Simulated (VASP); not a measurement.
Given:

```yaml
crystal:
  lattice:
    - [-1.58632, 1.64977, 1.64977]
    - [1.58632, -1.64977, 1.64977]
    - [1.58632, 1.64977, -1.64977]
  atoms:
    - { symbol: W, position: [0.00000, 0.00000, 0.00000] }
```

Level of theory: r2SCAN meta-GGA, VASP's PBE PAW potentials (set 64) (plane waves; VASP 6.6.1). Numerical set-up: 480 eV cut-off, 16×16×16 Γ-centred mesh, first-order Methfessel-Paxton smearing of 0.10 eV, potentials W_sv.

Problem. Give the stress tensor in GPa (positive for a compressed cell).

Solution. 
```
-12.98    0.00    0.00
  0.00  -25.06    0.00
  0.00    0.00  -25.06
```
The pressure is its mean diagonal, -21.04 GPa.

The compound is W in the bcc structure. This cell was strained or had an atom moved on purpose.
